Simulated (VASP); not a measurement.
# AlN: GW quasiparticle gap, part 4 of 5

How does the gap of AlN change from the starting functional to GW? The cell is of the zinc-blende type, one of the forms listed for this formula. The start is a computed cell from the Materials Project.

VASP 6.6.1, plane waves and PAW; the level of theory is named at each step.

So far, quasiparticle gap on the mesh (eV): step 3 (G0W0, functional PBE, start PBE, G0W0 on PBE) 4.53; step 7 (G0W0, functional HSE with 0.08 exact exchange, start HSE with 0.08 exact …) 4.73; step 10 (G0W0, functional HSE with 0.16 exact exchange, start HSE with 0.16 exact …) 4.93; step 13 (G0W0, functional HSE with 0.25 exact exchange, start HSE with 0.25 exact …) 5.14.

### 16. G0W0, functional HSE with 0.33 exact exchange, start HSE with 0.33 exact exchange

This step: G0W0 on HSE with 0.33 exact exchange; plane waves and PAW (Al_GW, N_GW) (VASP 6.6.1).

G0W0 keeps orbitals and screening fixed and shifts each of the lowest NBANDSGW levels once.

INCAR reads:

```
SYSTEM = AlN
PREC = Accurate
ENCUT = 450
ISMEAR = 0
SIGMA = 0.01
LREAL = .FALSE.
LHFCALC = .TRUE.
AEXX = 0.33
GGA = PE
LASPH = .TRUE.
NBANDS = 64
PRECFOCK = Fast
HFSCREEN = 0.2
ALGO = EVGW0
NELMGW = 1
ENCUTGW = 120
NOMEGA = 64
NBANDSGW = 16
LWAVE = .FALSE.
LCHARG = .FALSE.
```

POSCAR reads:

```
AlN
1.0
    0.0000000000      2.1839935596      2.1839935596
    2.1839935596      0.0000000000      2.1839935596
    2.1839935596      2.1839935596      0.0000000000
Al N
1 1
Direct
    0.0000000000      0.0000000000      0.0000000000
    0.2500000000      0.2500000000      0.2500000000
```

KPOINTS reads:

```
Automatic mesh
0
Gamma
6 6 6
0 0 0
```

The projector-augmented-wave data sets are Al_GW and N_GW (PBE family, release 64).

The WAVECAR or CHGCAR of an earlier step is read.

On the command line:

```bash
$ mpirun -np 8 vasp_std
```

The log of the run:

```text
[banner, memory and clock lines left out]
running    8 mpi-ranks, on    1 nodes
[...]
[... a notice as in an earlier step ...]

 [... a notice as in an earlier step ...]

 LDA part: xc-table for (Slater+PW92), standard interpolation
 found WAVECAR, reading the header
 POSCAR, INCAR and KPOINTS ok, starting setup
[...]
reading WAVECAR
 the WAVECAR file was read successfully
 initial charge from wavefunction
 available memory per node:    126.95 GB, setting MAXMEM to    129995

 The Fermi energy was updated, please check that it is located mid-gap
 values below the HOMO (VB) or above the LUMO (CB) will cause erroneous energies
 E-fermi :   6.1814

 calculate exact exchange contribution
 the WAVEDER file was read successfully
energies w=
    0.000    0.000    0.613    0.000    1.225    0.000    1.834    0.000
    2.440    0.000    3.040    0.000    3.633    0.000    4.221    0.000
    4.800    0.000    5.372    0.000    5.936    0.000    6.492    0.000
[...]
total number of BLAS operations        113.63 Gflops
NQ=  12   -0.3333    0.3333    0.0000,
|.........|.........|.........|.........|.........|.........|.........|.........
 performed       4038000 updates of chi_q(r,r)
 total number of BLAS operations        125.89 Gflops
NQ=  13    0.5000    0.5000    0.0000,
|.........|.........|.........|.........|.........|.........|.........|.........
 performed       4235000 updates of chi_q(r,r)
 total number of BLAS operations        132.38 Gflops
NQ=  14    0.5000    0.3333    0.1667,
|.........|.........|.........|.........|.........|.........|.........|.........
 performed       4748000 updates of chi_q(r,r)
 total number of BLAS operations        148.16 Gflops
NQ=  15   -0.3333    0.3333    0.1667,
|.........|.........|.........|.........|.........|.........|.........|.........
 performed       5228000 updates of chi_q(r,r)
 total number of BLAS operations        162.94 Gflops
NQ=  16   -0.3333    0.5000    0.1667,
|.........|.........|.........|.........|.........|.........|.........|.........
 performed       5616000 updates of chi_q(r,r)
 total number of BLAS operations        174.88 Gflops
 resolving degeneracies of screened two electron integrals

 calculate QP shifts <psi_nk| G(iteration)W_0 |psi_nk>: iteration 1
 entering main loop
```

Run time: 19 s. Hardware: 8 MPI ranks of Intel Xeon 6975P-C (Granite Rapids), shared host; peak memory 1.9 GiB; 2.2 min of CPU time.

From OUTCAR (step 16):

```text
 QP shifts <psi_nk| G(iteration)W_0 |psi_nk>: iteration 1
 for sc-GW calculations column KS-energies equals QP-energies in previous step
 and V_xc(KS)=  KS-energies - (<T + V_ion + V_H > + <T+V_H+V_ion>^1  + <V_x>^1)
 k-point   1 :       0.0000    0.0000    0.0000
  band No.  KS-energies  QP-energies   sigma(KS)   V_xc(KS)     V^pw_x(r,r')   Z            occupation Imag(sigma)
      1     -13.2372     -12.5821     -17.2893     -18.1349     -24.9054       0.7747       2.0000       1.1494
      2       3.6904       3.7203     -17.9232     -17.9599     -20.8165       0.8155       2.0000       0.0492
      3       3.6904       3.7203     -17.9232     -17.9599     -20.8165       0.8155       2.0000       0.0492
      4       3.6904       3.7203     -17.9232     -17.9599     -20.8165       0.8155       2.0000       0.0492
      5       9.7272      10.2756     -11.0265     -11.6784      -7.4447       0.8412       0.0000      -0.0507
      6      18.5130      19.0124      -8.6168      -9.2152      -4.0290       0.8345       0.0000      -0.0821
      7      18.5130      19.0124      -8.6168      -9.2152      -4.0290       0.8345       0.0000      -0.0821
      8      18.5130      19.0124      -8.6168      -9.2152      -4.0290       0.8345       0.0000      -0.0821
    ...

[... 2 parts as in an earlier step ...]

[... 1 further part left out ...]
[key lines of the parts left out:]
E-fermi :   6.1814
```

GW takes the gap from 4.982 to 5.328 eV. That is +799 meV against G0W0 on PBE. The value holds for 64 bands, ENCUTGW = 120 eV and this mesh, and isn't shown to be converged in them.

### 17. Another starting point, functional HSE with 0.42 exact exchange

This step: HSE with 0.42 exact exchange; plane waves and PAW (Al_GW, N_GW) (VASP 6.6.1).

To see how much the result owes to its start, the ground state is made again with HSE with 0.42 exact exchange. EDIFF is tight for accurate orbitals, and a narrow smearing avoids fractional occupations.

INCAR reads:

```
SYSTEM = AlN
PREC = Accurate
ENCUT = 450
EDIFF = 1E-08
NELM = 100
ISMEAR = 0
SIGMA = 0.01
LREAL = .FALSE.
ALGO = Normal
LHFCALC = .TRUE.
AEXX = 0.42
GGA = PE
LASPH = .TRUE.
NBANDS = 10
PRECFOCK = Fast
LORBIT = 11
LWAVE = .TRUE.
LCHARG = .FALSE.
KPAR = 8
HFSCREEN = 0.2
```

POSCAR is that of step 16.

KPOINTS is that of step 16.

On the command line:

```bash
$ mpirun -np 8 vasp_std
```

The log of the run:

```text
[... set-up lines as in an earlier step ...]
 entering main loop
       N       E                     dE             d eps       ncg     rms          rms(c)
DAV:   1    -0.192089621529E+02   -0.19209E+02   -0.86611E-01   336   0.983E+00    0.547E-01
DAV:   2    -0.192168839495E+02   -0.79218E-02   -0.13102E-02   380   0.870E-01    0.378E-01
DAV:   3    -0.192149702024E+02    0.19137E-02   -0.50872E-04   382   0.263E-01    0.223E-01
DAV:   4    -0.192142280304E+02    0.74217E-03   -0.29243E-04   362   0.196E-01    0.129E-01
[...]
DAV:  14    -0.192138834850E+02   -0.72191E-07   -0.57979E-09   186   0.946E-04    0.519E-04
DAV:  15    -0.192138835068E+02   -0.21778E-07   -0.20717E-09   178   0.514E-04    0.307E-04
DAV:  16    -0.192138835016E+02    0.51439E-08   -0.68369E-10   178   0.282E-04
   1 F= -.19213884E+02 E0= -.19213884E+02  d E =-.202587E-25
 writing wavefunctions
```

Elapsed: 22 s, on 8 MPI ranks; peak memory 1.8 GiB.

Parts of OUTCAR (step 17):

```text
 POSITION                                       TOTAL-FORCE (eV/Angst)
 -----------------------------------------------------------------------------------
      0.00000      0.00000      0.00000        -0.000000      0.000000     -0.000000
      1.09200      1.09200      1.09200         0.000000     -0.000000      0.000000
 -----------------------------------------------------------------------------------
    total drift:                               -0.000001     -0.000000     -0.000000

  FREE ENERGIE OF THE ION-ELECTRON SYSTEM (eV)
  ---------------------------------------------------
  free  energy   TOTEN  =       -19.2138835016 eV

  energy  without entropy=      -19.2138835016  energy(sigma->0) =      -19.21388350

[... 2 parts as in an earlier step ...]

[... 1 further part left out ...]
[key lines of the parts left out:]
E-fermi :   3.4030
```

### 18. Empty bands, functional HSE with 0.42 exact exchange

ALGO = Exact makes the empty bands from the converged ground state in one step. LOPTICS writes the k-derivatives of the orbitals (WAVEDER), which give the long-wavelength limit of the screening.

INCAR reads:

```
SYSTEM = AlN
PREC = Accurate
ENCUT = 450
ISMEAR = 0
SIGMA = 0.01
LREAL = .FALSE.
LHFCALC = .TRUE.
AEXX = 0.42
GGA = PE
LASPH = .TRUE.
NBANDS = 64
PRECFOCK = Fast
HFSCREEN = 0.2
ALGO = Exact
NELM = 1
LWAVE = .TRUE.
LCHARG = .FALSE.
LOPTICS = .TRUE.
NEDOS = 1000
CSHIFT = 0.1
```

POSCAR is that of step 17.

KPOINTS is that of step 17.

The run starts from files that an earlier step left in the folder.

On the command line:

```bash
$ mpirun -np 8 vasp_std
```

The log of the run:

```text
[... set-up lines as in an earlier step ...]
 entering main loop
       N       E                     dE             d eps       ncg     rms          rms(c)
DIA:   1    -0.192138835112E+02   -0.19214E+02    0.00000E+00     0   0.000E+00
   1 F= -.19213884E+02 E0= -.19213884E+02  d E =-.106164E-63
 writing wavefunctions
 optical routines
 imaginary and real dielectric function
 recalculating local potential from charge density
 direction            1
 direction            2
 direction            3
```

Run time: 1.7 min. Hardware: 8 MPI ranks; peak memory 1.9 GiB.

From OUTCAR (step 18):

```text
 POSITION                                       TOTAL-FORCE (eV/Angst)
 -----------------------------------------------------------------------------------
      0.00000      0.00000      0.00000        -0.000000     -0.000000      0.000000
      1.09200      1.09200      1.09200         0.000000      0.000000     -0.000000
 -----------------------------------------------------------------------------------
    total drift:                               -0.000001     -0.000000     -0.000000

  FREE ENERGIE OF THE ION-ELECTRON SYSTEM (eV)
  ---------------------------------------------------
  free  energy   TOTEN  =       -19.2138835112 eV

  energy  without entropy=      -19.2138835112  energy(sigma->0) =      -19.21388351

[... 2 parts as in an earlier step ...]

[... 1 further part left out ...]
[key lines of the parts left out:]
E-fermi :   3.4500
```

### 19. G0W0, functional HSE with 0.42 exact exchange, start HSE with 0.42 exact exchange

This step: G0W0 on HSE with 0.42 exact exchange; plane waves and PAW (Al_GW, N_GW) (VASP 6.6.1).

One pass of GW corrects the levels to first order, with G and W from the starting orbitals.

INCAR reads:

```
SYSTEM = AlN
PREC = Accurate
ENCUT = 450
ISMEAR = 0
SIGMA = 0.01
LREAL = .FALSE.
LHFCALC = .TRUE.
AEXX = 0.42
GGA = PE
LASPH = .TRUE.
NBANDS = 64
PRECFOCK = Fast
HFSCREEN = 0.2
ALGO = EVGW0
NELMGW = 1
ENCUTGW = 120
NOMEGA = 64
NBANDSGW = 16
LWAVE = .FALSE.
LCHARG = .FALSE.
```

POSCAR is that of step 18.

KPOINTS is that of step 18.

The WAVECAR or CHGCAR of an earlier step is read.

On the command line:

```bash
$ mpirun -np 8 vasp_std
```

The log of the run:

```text
[banner, memory and clock lines left out]
running    8 mpi-ranks, on    1 nodes
[...]
[... a notice as in an earlier step ...]

 [... a notice as in an earlier step ...]

 LDA part: xc-table for (Slater+PW92), standard interpolation
 found WAVECAR, reading the header
 POSCAR, INCAR and KPOINTS ok, starting setup
[...]
reading WAVECAR
 the WAVECAR file was read successfully
 initial charge from wavefunction
 available memory per node:    125.65 GB, setting MAXMEM to    128666

 The Fermi energy was updated, please check that it is located mid-gap
 values below the HOMO (VB) or above the LUMO (CB) will cause erroneous energies
 E-fermi :   6.0613

 calculate exact exchange contribution
 the WAVEDER file was read successfully
energies w=
    0.000    0.000    0.633    0.000    1.264    0.000    1.892    0.000
    2.517    0.000    3.136    0.000    3.748    0.000    4.354    0.000
    4.952    0.000    5.542    0.000    6.124    0.000    6.697    0.000
[...]
total number of BLAS operations        113.63 Gflops
NQ=  12   -0.3333    0.3333    0.0000,
|.........|.........|.........|.........|.........|.........|.........|.........
 performed       4038000 updates of chi_q(r,r)
 total number of BLAS operations        125.89 Gflops
NQ=  13    0.5000    0.5000    0.0000,
|.........|.........|.........|.........|.........|.........|.........|.........
 performed       4235000 updates of chi_q(r,r)
 total number of BLAS operations        132.38 Gflops
NQ=  14    0.5000    0.3333    0.1667,
|.........|.........|.........|.........|.........|.........|.........|.........
 performed       4748000 updates of chi_q(r,r)
 total number of BLAS operations        148.16 Gflops
NQ=  15   -0.3333    0.3333    0.1667,
|.........|.........|.........|.........|.........|.........|.........|.........
 performed       5228000 updates of chi_q(r,r)
 total number of BLAS operations        162.94 Gflops
NQ=  16   -0.3333    0.5000    0.1667,
|.........|.........|.........|.........|.........|.........|.........|.........
 performed       5616000 updates of chi_q(r,r)
 total number of BLAS operations        174.88 Gflops
 resolving degeneracies of screened two electron integrals

 calculate QP shifts <psi_nk| G(iteration)W_0 |psi_nk>: iteration 1
 entering main loop
```

Wall time 20 s (8 MPI ranks); peak memory 1.9 GiB.

From OUTCAR (step 19):

```text
 QP shifts <psi_nk| G(iteration)W_0 |psi_nk>: iteration 1
 for sc-GW calculations column KS-energies equals QP-energies in previous step
 and V_xc(KS)=  KS-energies - (<T + V_ion + V_H > + <T+V_H+V_ion>^1  + <V_x>^1)
 k-point   1 :       0.0000    0.0000    0.0000
  band No.  KS-energies  QP-energies   sigma(KS)   V_xc(KS)     V^pw_x(r,r')   Z            occupation Imag(sigma)
      1     -14.1128     -12.8525     -17.4374     -19.0465     -24.9380       0.7833       2.0000       1.1277
      2       3.3325       3.6000     -17.9803     -18.3050     -20.8264       0.8236       2.0000       0.0478
      3       3.3325       3.6000     -17.9803     -18.3050     -20.8264       0.8236       2.0000       0.0478
      4       3.3325       3.6000     -17.9803     -18.3050     -20.8264       0.8236       2.0000       0.0478
      5       9.8975      10.3667     -10.8935     -11.4468      -7.3403       0.8480       0.0000      -0.0497
      6      18.7865      19.1362      -8.5171      -8.9323      -4.0234       0.8422       0.0000      -0.0781
      7      18.7865      19.1362      -8.5171      -8.9323      -4.0234       0.8422       0.0000      -0.0781
      8      18.7865      19.1362      -8.5171      -8.9323      -4.0234       0.8422       0.0000      -0.0781
    ...

[... 2 parts as in an earlier step ...]

[... 1 further part left out ...]
[key lines of the parts left out:]
E-fermi :   6.0613
```

GW takes the gap from 5.458 to 5.529 eV. That is +1000 meV against G0W0 on PBE. The value holds for 64 bands, ENCUTGW = 120 eV and this mesh, and isn't shown to be converged in them.

### 20. Another starting point, functional HSE with 0.50 exact exchange

This step: HSE with 0.50 exact exchange; plane waves and PAW (Al_GW, N_GW) (VASP 6.6.1).

To see how much the result owes to its start, the ground state is made again with HSE with 0.50 exact exchange. EDIFF is tight for accurate orbitals, and a narrow smearing avoids fractional occupations.

INCAR reads:

```
SYSTEM = AlN
PREC = Accurate
ENCUT = 450
EDIFF = 1E-08
NELM = 100
ISMEAR = 0
SIGMA = 0.01
LREAL = .FALSE.
ALGO = Normal
LHFCALC = .TRUE.
AEXX = 0.5
GGA = PE
LASPH = .TRUE.
NBANDS = 10
PRECFOCK = Fast
LORBIT = 11
LWAVE = .TRUE.
LCHARG = .FALSE.
KPAR = 8
HFSCREEN = 0.2
```

POSCAR is that of step 19.

KPOINTS is that of step 19.

On the command line:

```bash
$ mpirun -np 8 vasp_std
```

The log of the run:

```text
[... set-up lines as in an earlier step ...]
 entering main loop
       N       E                     dE             d eps       ncg     rms          rms(c)
DAV:   1    -0.200541126142E+02   -0.20054E+02   -0.11948E+00   328   0.117E+01    0.639E-01
DAV:   2    -0.200674242034E+02   -0.13312E-01   -0.23157E-02   390   0.118E+00    0.451E-01
DAV:   3    -0.200645452129E+02    0.28790E-02   -0.80849E-04   386   0.323E-01    0.266E-01
DAV:   4    -0.200633646675E+02    0.11805E-02   -0.46081E-04   362   0.249E-01    0.154E-01
[...]
DAV:  14    -0.200628266948E+02    0.17283E-06   -0.75790E-09   184   0.115E-03    0.551E-04
DAV:  15    -0.200628266700E+02    0.24763E-07   -0.29262E-09   178   0.638E-04    0.321E-04
DAV:  16    -0.200628266622E+02    0.78743E-08   -0.10081E-09   178   0.342E-04
   1 F= -.20062827E+02 E0= -.20062827E+02  d E =-.266145E-28
 writing wavefunctions
```

Wall time 23 s (8 MPI ranks); peak memory 1.8 GiB.

From OUTCAR (step 20):

```text
 POSITION                                       TOTAL-FORCE (eV/Angst)
 -----------------------------------------------------------------------------------
      0.00000      0.00000      0.00000        -0.000000     -0.000000     -0.000000
      1.09200      1.09200      1.09200         0.000000      0.000000      0.000000
 -----------------------------------------------------------------------------------
    total drift:                                0.000000      0.000001      0.000001

  FREE ENERGIE OF THE ION-ELECTRON SYSTEM (eV)
  ---------------------------------------------------
  free  energy   TOTEN  =       -20.0628266622 eV

  energy  without entropy=      -20.0628266622  energy(sigma->0) =      -20.06282666

[... 2 parts as in an earlier step ...]

[... 1 further part left out ...]
[key lines of the parts left out:]
E-fermi :   3.0852
```

### 21. Empty bands, functional HSE with 0.50 exact exchange

The next step needs empty bands that the ground-state run didn't converge, so the Hamiltonian is diagonalised exactly for NBANDS bands, in a single step. LOPTICS writes the k-derivatives of the orbitals (WAVEDER), which give the long-wavelength limit of the screening.

INCAR reads:

```
SYSTEM = AlN
PREC = Accurate
ENCUT = 450
ISMEAR = 0
SIGMA = 0.01
LREAL = .FALSE.
LHFCALC = .TRUE.
AEXX = 0.5
GGA = PE
LASPH = .TRUE.
NBANDS = 64
PRECFOCK = Fast
HFSCREEN = 0.2
ALGO = Exact
NELM = 1
LWAVE = .TRUE.
LCHARG = .FALSE.
LOPTICS = .TRUE.
NEDOS = 1000
CSHIFT = 0.1
```

POSCAR is that of step 20.

KPOINTS is that of step 20.

The WAVECAR or CHGCAR of an earlier step is read.

On the command line:

```bash
$ mpirun -np 8 vasp_std
```

The log of the run:

```text
[... set-up lines as in an earlier step ...]
 entering main loop
       N       E                     dE             d eps       ncg     rms          rms(c)
DIA:   1    -0.200628266278E+02   -0.20063E+02    0.00000E+00     0   0.000E+00
   1 F= -.20062827E+02 E0= -.20062827E+02  d E =-.172880E-74
 writing wavefunctions
 optical routines
 imaginary and real dielectric function
 recalculating local potential from charge density
 direction            1
 direction            2
 direction            3
```

Run time: 99 s. Hardware: 8 MPI ranks; peak memory 1.9 GiB.

OUTCAR, selected parts (step 21):

```text
 POSITION                                       TOTAL-FORCE (eV/Angst)
 -----------------------------------------------------------------------------------
      0.00000      0.00000      0.00000         0.000000      0.000000      0.000000
      1.09200      1.09200      1.09200        -0.000000     -0.000000     -0.000000
 -----------------------------------------------------------------------------------
    total drift:                                0.000000      0.000001      0.000001

  FREE ENERGIE OF THE ION-ELECTRON SYSTEM (eV)
  ---------------------------------------------------
  free  energy   TOTEN  =       -20.0628266278 eV

  energy  without entropy=      -20.0628266278  energy(sigma->0) =      -20.06282663

[... 2 parts as in an earlier step ...]

[... 1 further part left out ...]
[key lines of the parts left out:]
E-fermi :   3.1377
```

[end of part 4 of 5]

[Lines on the potential files, build, host, timing and source positions are cut from VASP's logs without a mark.]

[Logs are printed without paths, hosts, clocks, repeated set-up lines and the standing remarks that a program may print on its own settings, such as how far it seeks lower states.]

[Hosts, paths, dates, database ids (printed as entryN), source tags and the programs' standing remarks are cut or masked in the printed files.]

[Pressures printed for these runs are not shown converged in the cutoff: they can be off by several GPa and have the wrong sign.]
